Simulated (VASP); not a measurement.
SrB2N4, 7 atoms in the cell. It takes space group P4/mmm (No. 123, tetragonal). Conventional cell: a = 5.329 Å, b = 5.329 Å, c = 3.363 Å, α = 90.00°, β = 90.00°, γ = 90.00°. Sr (site symmetry 4/mmm) has 4 N at 1.67 Å as nearest neighbours. B (site symmetry mmm) has 8 N at 2.53 Å as nearest neighbours. N (site symmetry m2m) has 1 Sr at 1.67 Å as nearest neighbours. The cell was built by a generator and needn't be a form met in nature. The cell isn't the ideal one: species swapped into the Cs2PdCl4 type (P4/mmm, No. 123).

```yaml
Program: VASP 6.6.1
Task: single point
Functional: PBE
Potentials_or_basis: VASP PAW PBE potentials, release 64 (Sr_sv, B, N)
Cutoff: 520 eV
k_mesh: 4 × 4 × 6
Occupations: gaussian, width 0.1 eV
Spin: no spin polarisation
Dipole_correction: no
Further_INCAR_settings: ALGO = Normal; EDIFF = 1e-06; NBANDS = 27
```

Potentials or basis: VASP PAW PBE potentials, release 64 (Sr_sv, B, N).

Command:

```sh
$ cat potpaw_PBE.64/Sr_sv/POTCAR potpaw_PBE.64/B/POTCAR potpaw_PBE.64/N/POTCAR > POTCAR
$ mpirun -np 1 vasp_std > vasp.out
```

Hardware: 1 thread of Intel(R) Xeon(R) Platinum 8488C (Sapphire Rapids), on a shared host.

Problem. Estimate the wall time of this run.

Solution. Wall time 69 s on 1 thread of Intel(R) Xeon(R) Platinum 8488C (Sapphire Rapids), with other jobs on the host, peak memory 0.23 GiB. Counts: scf iterations 17, k points 24.
